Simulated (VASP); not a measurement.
Here is the system:

```
CELL_PARAMETERS angstrom
      0.00000     2.38875     2.38875
      2.38875     0.00000     2.38875
      2.38875     2.38875     0.00000
ATOMIC_POSITIONS crystal
  Cd 0.00000 0.00000 0.00000
  O  0.50000 0.50000 0.50000
```

All values below come from PW91 GGA, VASP's PBE PAW potentials (set 64) (plane waves; VASP). Settings: 520 eV cut-off, Gaussian smearing of 0.050 eV, potentials Cd O.

Q: Give the energies of bands 2 to 10 at the high-symmetry points, in eV from the Fermi level.

A: 
```tsv
band	Γ	X	U	L	W
2	-6.61	-7.01	-6.96	-7.38	-6.74
3	-6.61	-6.09	-6.56	-7.11	-6.69
4	-6.61	-5.99	-6.41	-7.11	-6.69
5	-6.33	-5.99	-6.07	-6.11	-5.99
6	-6.33	-5.74	-5.97	-6.11	-5.82
7	-1.13	-3.96	-3.14	-3.66	-2.74
8	-1.13	-2.05	-2.67	0.02	-2.74
9	-1.13	-2.05	-1.12	0.02	-1.74
10	-0.48	3.70	5.19	4.46	5.72
```

It has no gap at this level: it comes out as a metal or semimetal.

The compound is CdO in the rock salt structure. It was relaxed first, which changed the volume by +5 %.
